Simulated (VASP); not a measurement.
Calculation: PBE GGA, VASP's PBE PAW potentials (set 64) (plane waves; VASP).

Input for VASP

**KPOINTS**
```
Automatic mesh
0
Gamma
8 8 8
0 0 0
```

INCAR:
```
ALGO=Normal
EDIFF=1E-8
ENCUT=400
GGA=PE
IBRION=8
ISMEAR=0
LASPH=.True.
LCHARG=.False.
LEPSILON=.True.
LMAXMIX=4
LREAL=.False.
LWAVE=.False.
NELM=100
NSW=1
PREC=Accurate
SIGMA=0.01
SYSTEM=ZnS
```

POSCAR:
```
ZnS
1
    0.0000000000     2.7205248772     2.7205248772
    2.7205248772    -0.0000000000     2.7205248772
    2.7205248772     2.7205248772    -0.0000000000
Zn S
1 1
Direct
  0.0000000000   0.0000000000   0.0000000000
  0.2500000000   0.2500000000   0.2500000000
```

POTCAR, in this order: Zn S (PBE.64 set). Program: vasp_std.

What VASP printed:

OUTCAR:
```


 HEAD OF MICROSCOPIC STATIC DIELECTRIC TENSOR (INDEPENDENT PARTICLE, excluding Hartree and local field effects)
 ------------------------------------------------------
           6.404493     0.000000     0.000000
           0.000000     6.404493     0.000000
           0.000000     0.000000     6.404493
 ------------------------------------------------------

 MACROSCOPIC STATIC DIELECTRIC TENSOR (including local field effects in DFT)
 ------------------------------------------------------
           6.023705    -0.000000    -0.000000
          -0.000000     6.023705     0.000000
          -0.000000    -0.000000     6.023705
 ------------------------------------------------------

 PIEZOELECTRIC TENSOR (including local field effects)  for field in x, y, z        (e  Angst)
          XX          YY          ZZ          XY          YZ          ZX
  --------------------------------------------------------------------------------
  x     0.00000    -0.00000     0.00000     0.00000    -1.73157     0.00000
  y     0.00000    -0.00000     0.00000     0.00000     0.00000    -1.73157
  z    -0.00000    -0.00000    -0.00000    -1.73157     0.00000     0.00000

 PIEZOELECTRIC TENSOR (including local field effects)  for field in x, y, z        (C/m^2)
          XX          YY          ZZ          XY          YZ          ZX
  --------------------------------------------------------------------------------
  x     0.00000    -0.00000     0.00000     0.00000    -0.68891     0.00000
  y     0.00000    -0.00000     0.00000     0.00000     0.00000    -0.68891
  z    -0.00000    -0.00000    -0.00000    -0.68891     0.00000     0.00000

 BORN EFFECTIVE CHARGES (including local field effects) (in |e|, cummulative output)
 ---------------------------------------------------------------------------------
 ion    1
    1     2.04322    -0.00000    -0.00000
    2    -0.00000     2.04322    -0.00000
    3    -0.00000     0.00000     2.04322
 ion    2
    1    -2.04322     0.00000     0.00000
    2     0.00000    -2.04322     0.00000
    3     0.00000    -0.00000    -2.04322

   1 f  =    7.819980 THz    49.134385 2PiTHz  260.846464 cm-1    32.340825 meV

   2 f  =    7.819980 THz    49.134385 2PiTHz  260.846464 cm-1    32.340825 meV

   3 f  =    7.819980 THz    49.134385 2PiTHz  260.846464 cm-1    32.340825 meV

   4 f/i=    0.026317 THz     0.165355 2PiTHz    0.877845 cm-1     0.108839 meV

   5 f/i=    0.026317 THz     0.165355 2PiTHz    0.877845 cm-1     0.108839 meV

   6 f/i=    0.026317 THz     0.165355 2PiTHz    0.877845 cm-1     0.108839 meV

 MACROSCOPIC STATIC DIELECTRIC TENSOR IONIC CONTRIBUTION
 ------------------------------------------------------
           3.493099     0.000000     0.000000
           0.000000     3.493099    -0.000000
           0.000000    -0.000000     3.493099
 ------------------------------------------------------

 ELASTIC MODULI CONTR FROM IONIC RELAXATION (kBar)
 Direction    XX          YY          ZZ          XY          YZ          ZX
 --------------------------------------------------------------------------------
 XX          -0.0000     -0.0000     -0.0000     -0.0000     -0.0000     -0.0000
 YY          -0.0000     -0.0000     -0.0000     -0.0000     -0.0000      0.0000
 ZZ          -0.0000     -0.0000     -0.0000      0.0000     -0.0000     -0.0000
 XY          -0.0000     -0.0000      0.0000   -172.3860     -0.0000      0.0000
 YZ          -0.0000     -0.0000     -0.0000     -0.0000   -172.3860     -0.0000
 ZX          -0.0000      0.0000     -0.0000      0.0000     -0.0000   -172.3860
 --------------------------------------------------------------------------------

 PIEZOELECTRIC TENSOR IONIC CONTR  for field in x, y, z        (C/m^2)
          XX          YY          ZZ          XY          YZ          ZX
  --------------------------------------------------------------------------------
  x     0.00000     0.00000     0.00000     0.00000     0.73018     0.00000
  y     0.00000    -0.00000     0.00000    -0.00000     0.00000     0.73018
  z     0.00000     0.00000    -0.00000     0.73018     0.00000    -0.00000
```
(Selected blocks of OUTCAR.)

The dielectric response may not be converged in the k-mesh; for small gaps it tends to come out too large.

The compound is ZnS in the zinc blende structure. It was relaxed first.
